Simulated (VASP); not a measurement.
Given:

```xyz
2
Lattice="0.0000 3.2937 3.2937 3.2937 0.0000 3.2937 3.2937 3.2937 0.0000" Properties=species:S:1:pos:R:3 pbc="T T T"
Hg     0.0000     0.0000     0.0000
Te     1.6469     1.6469     1.6469
```

Method: PBE GGA, VASP's PBE PAW potentials (set 64) (plane waves; VASP 6.6.1). Settings: 520 eV cut-off, 10×10×10 Γ-centred mesh, first-order Methfessel-Paxton smearing of 0.10 eV, potentials Hg Te.

### Question
Give the stress tensor in GPa (positive for a compressed cell).

### Answer

```
1.10  0.00  0.00
0.00  1.10  0.00
0.00  0.00  1.10
```
The pressure is its mean diagonal, 1.10 GPa.

The compound is HgTe in the zinc blende structure. This cell is one point of a volume scan, at 0.97 of the reference volume.
